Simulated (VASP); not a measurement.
OSZICAR of a VASP run on SnO2 (rutile):

### OSZICAR
```
       N       E                     dE             d eps       ncg     rms          rms(c)
DAV:   1     0.585780517642E+03    0.58578E+03   -0.27058E+04  1587   0.265E+03
DAV:   2    -0.231662542477E+02   -0.60895E+03   -0.58628E+03  1675   0.691E+02
DAV:   3    -0.120511085093E+03   -0.97345E+02   -0.96338E+02  1698   0.236E+02
DAV:   4    -0.125340103556E+03   -0.48290E+01   -0.48100E+01  1770   0.573E+01
DAV:   5    -0.125495948225E+03   -0.15584E+00   -0.15581E+00  1935   0.104E+01    0.139E+01
DAV:   6    -0.108911203387E+03    0.16585E+02   -0.15488E+01  2259   0.788E+01    0.632E+00
DAV:   7    -0.107121398994E+03    0.17898E+01   -0.45311E+00  1980   0.201E+01    0.472E+00
DAV:   8    -0.109290283809E+03   -0.21689E+01   -0.25485E+00  2120   0.156E+01    0.237E+00
DAV:   9    -0.106754978368E+03    0.25353E+01   -0.32619E+00  1660   0.118E+01    0.243E+00
DAV:  10    -0.107641615272E+03   -0.88664E+00   -0.10667E+00  1773   0.849E+00    0.482E-01
DAV:  11    -0.107652028067E+03   -0.10413E-01   -0.31284E-02  1966   0.123E+00    0.318E-01
DAV:  12    -0.107640263310E+03    0.11765E-01   -0.28093E-03  1656   0.463E-01    0.329E-01
DAV:  13    -0.107663425843E+03   -0.23163E-01   -0.18981E-02  2001   0.169E+00    0.434E-01
DAV:  14    -0.107677977141E+03   -0.14551E-01   -0.58464E-03  1502   0.846E-01    0.407E-01
DAV:  15    -0.107677175602E+03    0.80154E-03   -0.32254E-04  1848   0.136E-01    0.364E-01
DAV:  16    -0.107677005129E+03    0.17047E-03   -0.33447E-04  2009   0.162E-01    0.305E-01
DAV:  17    -0.107677542793E+03   -0.53766E-03   -0.20742E-03  1856   0.466E-01    0.169E-01
DAV:  18    -0.107677184928E+03    0.35787E-03   -0.37596E-04  2386   0.172E-01    0.100E-01
DAV:  19    -0.107677086130E+03    0.98797E-04   -0.31570E-05  2058   0.581E-02    0.727E-02
DAV:  20    -0.107676960244E+03    0.12589E-03   -0.36409E-05  1720   0.851E-02    0.343E-02
DAV:  21    -0.107676834030E+03    0.12621E-03   -0.17876E-05  2452   0.617E-02    0.108E-02
DAV:  22    -0.107676804342E+03    0.29688E-04   -0.26204E-06  1395   0.187E-02    0.569E-03
DAV:  23    -0.107676813474E+03   -0.91324E-05   -0.12143E-06   975   0.105E-02    0.424E-03
DAV:  24    -0.107676804318E+03    0.91563E-05   -0.85076E-07   884   0.120E-02    0.853E-04
DAV:  25    -0.107676804889E+03   -0.57086E-06   -0.33329E-07   786   0.597E-03
   1 F= -.10767680E+03 E0= -.10767680E+03  d E =-.107677E+03
       N       E                     dE             d eps       ncg     rms          rms(c)
DAV:   1    -0.107893481443E+03   -0.21668E+00   -0.55155E+00  1855   0.379E+01    0.323E+00
DAV:   2    -0.107704574058E+03    0.18891E+00   -0.53754E-01  2054   0.875E+00    0.117E+00
DAV:   3    -0.107664107199E+03    0.40467E-01   -0.74740E-02  1998   0.626E+00    0.371E-01
DAV:   4    -0.107657795243E+03    0.63120E-02   -0.26451E-02  1808   0.386E+00    0.908E-02
DAV:   5    -0.107663485813E+03   -0.56906E-02   -0.10589E-02  1592   0.120E+00    0.476E-02
DAV:   6    -0.107663768432E+03   -0.28262E-03   -0.14144E-03  1510   0.395E-01    0.268E-02
DAV:   7    -0.107664569303E+03   -0.80087E-03   -0.14765E-03  1615   0.457E-01    0.236E-02
DAV:   8    -0.107664747367E+03   -0.17806E-03   -0.43863E-04  1646   0.262E-01    0.135E-02
DAV:   9    -0.107664653841E+03    0.93527E-04   -0.11823E-04  1672   0.116E-01    0.202E-03
DAV:  10    -0.107664655069E+03   -0.12286E-05   -0.13129E-05  1543   0.400E-02    0.955E-04
DAV:  11    -0.107664659024E+03   -0.39543E-05   -0.68572E-07  1038   0.981E-03    0.539E-04
DAV:  12    -0.107664661295E+03   -0.22713E-05   -0.12469E-07   842   0.503E-03    0.327E-04
DAV:  13    -0.107664658869E+03    0.24255E-05   -0.47521E-08   758   0.311E-03    0.138E-04
DAV:  14    -0.107664658849E+03    0.20583E-07   -0.15221E-08   765   0.153E-03
   2 F= -.10766466E+03 E0= -.10766466E+03  d E =0.121460E-01
       N       E                     dE             d eps       ncg     rms          rms(c)
DAV:   1    -0.107785289390E+03   -0.12063E+00   -0.29055E+00  1855   0.289E+01    0.229E+00
DAV:   2    -0.107701634545E+03    0.83655E-01   -0.27731E-01  2031   0.611E+00    0.829E-01
DAV:   3    -0.107682633760E+03    0.19001E-01   -0.38601E-02  1996   0.420E+00    0.264E-01
DAV:   4    -0.107677541759E+03    0.50920E-02   -0.14315E-02  1800   0.272E+00    0.642E-02
DAV:   5    -0.107680663206E+03   -0.31214E-02   -0.59297E-03  1656   0.880E-01    0.342E-02
DAV:   6    -0.107679915164E+03    0.74804E-03   -0.69601E-04  1524   0.279E-01    0.208E-02
DAV:   7    -0.107679731652E+03    0.18351E-03   -0.87230E-04  1592   0.347E-01    0.170E-02
DAV:   8    -0.107679822998E+03   -0.91346E-04   -0.29088E-04  1600   0.208E-01    0.961E-03
DAV:   9    -0.107679828153E+03   -0.51547E-05   -0.57644E-05  1722   0.811E-02    0.154E-03
DAV:  10    -0.107679824072E+03    0.40809E-05   -0.45749E-06  1457   0.231E-02    0.668E-04
DAV:  11    -0.107679822630E+03    0.14418E-05   -0.17916E-07   982   0.512E-03    0.455E-04
DAV:  12    -0.107679818878E+03    0.37521E-05   -0.79068E-08   786   0.461E-03    0.265E-04
DAV:  13    -0.107679820003E+03   -0.11249E-05   -0.26779E-08   765   0.245E-03    0.813E-05
DAV:  14    -0.107679820051E+03   -0.47780E-07   -0.89411E-09   765   0.117E-03
   3 F= -.10767982E+03 E0= -.10767982E+03  d E =-.301516E-02
       N       E                     dE             d eps       ncg     rms          rms(c)
DAV:   1    -0.107684440427E+03   -0.46204E-02   -0.10253E-01  1855   0.527E+00    0.435E-01
DAV:   2    -0.107680113709E+03    0.43267E-02   -0.99097E-03  2054   0.116E+00    0.157E-01
DAV:   3    -0.107679198840E+03    0.91487E-03   -0.13667E-03  1975   0.816E-01    0.503E-02
DAV:   4    -0.107679163941E+03    0.34899E-04   -0.52509E-04  1792   0.524E-01    0.121E-02
DAV:   5    -0.107679323829E+03   -0.15989E-03   -0.20692E-04  1632   0.167E-01    0.640E-03
DAV:   6    -0.107679423325E+03   -0.99496E-04   -0.25312E-05  1516   0.526E-02    0.373E-03
DAV:   7    -0.107679480944E+03   -0.57619E-04   -0.29022E-05  1519   0.634E-02    0.319E-03
DAV:   8    -0.107679492787E+03   -0.11843E-04   -0.88147E-06  1360   0.362E-02    0.184E-03
DAV:   9    -0.107679484943E+03    0.78441E-05   -0.21816E-06  1342   0.154E-02    0.282E-04
DAV:  10    -0.107679484691E+03    0.25174E-06   -0.19395E-07   884   0.510E-03
   4 F= -.10767948E+03 E0= -.10767948E+03  d E =-.267980E-02
       N       E                     dE             d eps       ncg     rms          rms(c)
DAV:   1    -0.107679499173E+03   -0.14230E-04   -0.39219E-04  1855   0.327E-01    0.270E-02
DAV:   2    -0.107679420927E+03    0.78246E-04   -0.38017E-05  2047   0.718E-02    0.972E-03
DAV:   3    -0.107679405725E+03    0.15202E-04   -0.43683E-06  1567   0.503E-02    0.318E-03
DAV:   4    -0.107679408114E+03   -0.23886E-05   -0.15417E-06   912   0.286E-02    0.642E-04
DAV:   5    -0.107679415231E+03   -0.71172E-05   -0.12666E-06   912   0.148E-02    0.519E-04
DAV:   6    -0.107679420139E+03   -0.49082E-05   -0.21685E-07   744   0.745E-03    0.292E-04
DAV:   7    -0.107679423554E+03   -0.34152E-05   -0.89664E-08   744   0.457E-03    0.317E-04
DAV:   8    -0.107679423485E+03    0.69051E-07   -0.34665E-08   744   0.264E-03
   5 F= -.10767942E+03 E0= -.10767942E+03  d E =-.261860E-02
       N       E                     dE             d eps       ncg     rms          rms(c)
DAV:   1    -0.107679765264E+03   -0.34171E-03   -0.18494E-01  1592   0.269E+00    0.124E-01
DAV:   2    -0.107679830454E+03   -0.65190E-04   -0.65288E-03  1736   0.595E-01    0.639E-02
DAV:   3    -0.107679910657E+03   -0.80203E-04   -0.34634E-04  1790   0.187E-01    0.369E-02
DAV:   4    -0.107679902866E+03    0.77912E-05   -0.18416E-04  1694   0.147E-01    0.451E-03
DAV:   5    -0.107679894827E+03    0.80384E-05   -0.20498E-04  1534   0.147E-01    0.540E-03
DAV:   6    -0.107679881841E+03    0.12987E-04   -0.95723E-06  1753   0.323E-02    0.390E-03
DAV:   7    -0.107679884756E+03   -0.29159E-05   -0.23980E-06  1289   0.163E-02    0.160E-03
DAV:   8    -0.107679881781E+03    0.29751E-05   -0.36640E-06  1324   0.201E-02    0.622E-04
DAV:   9    -0.107679881415E+03    0.36645E-06   -0.73638E-07   912   0.986E-03
   6 F= -.10767988E+03 E0= -.10767988E+03  d E =-.457930E-03
```

Problem. Which electronic solver shows in the log?

Solution. It is blocked Davidson (ALGO = Normal, or the opening steps of other solvers). The INCAR had ALGO = Normal.

Problem. Can the final energy be trusted as converged?

Solution. The run converged. It stopped with EDIFF = 1E-6, NELM = 100, NSW = 60 and EDIFFG = -0.02 after 6 ionic steps (SCAN meta-GGA, plane waves, VASP's PBE PAW potentials (set 64)).

The compound is SnO2 in the rutile structure. This run relaxes it. Symmetry was kept, so distortions that lower it aren't found. The start is the result of an earlier pass.
